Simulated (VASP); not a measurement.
An input for Ansatz (written as the equivalent of a VASP run, and not itself run):

Ansatz 0.2 input:
```yaml
crystal:
  lattice:
    - [0.0000000, 2.2236000, 2.2236000]
    - [2.2236000, 0.0000000, 2.2236000]
    - [2.2236000, 2.2236000, 0.0000000]
  atoms:
    - { symbol: Si, position: [0.0000000, 0.0000000, 0.0000000] }
    - { symbol: C, position: [0.2500000, 0.2500000, 0.2500000] }
kpoints:
  mp_grid: { grid: [9, 9, 9] }
hamiltonian:
  xc: pbe
  dispersion: d3bj
  pseudopotentials: { kind: paw }
scf:
  occupations: { method: gaussian, width: 0.05 }
  max_iter: 100
output: { forces: true, stress: true, eigenvalues: true }
```

**Question.** Translate this input to VASP (INCAR, KPOINTS, POSCAR, choice of POTCAR).

**Answer.** One answer among several that fit: 
### INCAR
```
SIGMA = 0.05
LCHARG = .FALSE.
ENCUT = 520   ! plane-wave cut-off (eV)
ISMEAR = 0   ! Gaussian
EDIFF = 1E-6   ! SCF stop (eV)
ISIF = 2
NELM = 100   ! most electronic steps
IVDW = 12
ALGO = Normal   ! blocked Davidson
PREC = Accurate
LWAVE = .FALSE.
GGA = PE
LREAL = .FALSE.
LASPH = .TRUE.
SYSTEM = SiC
```

**KPOINTS**
```
Automatic
0
G
9 9 9
0 0 0
```

**POSCAR**
```
SiC
1
    0.0000000000     2.2236000000     2.2236000000
    2.2236000000     0.0000000000     2.2236000000
    2.2236000000     2.2236000000     0.0000000000
Si C
1 1
Direct
  0.0000000000   0.0000000000   0.0000000000
  0.2500000000   0.2500000000   0.2500000000
```

POTCAR, in this order: Si C (PBE.64 set). Program: vasp_std.

Limits of the translation: each code has its own PAW files, so the cut-off isn't converted (ENCUT is set for VASP's; basis.ecutwfc is left out, and Ansatz then takes the one that its files recommend); Ansatz stops its SCF on the density residual and VASP on the energy change (EDIFF).

The compound is SiC in the zinc blende structure. The cell was not relaxed at this level. The run is one of a series of settings (IVDW = 12 against the base run), some of them coarse on purpose.
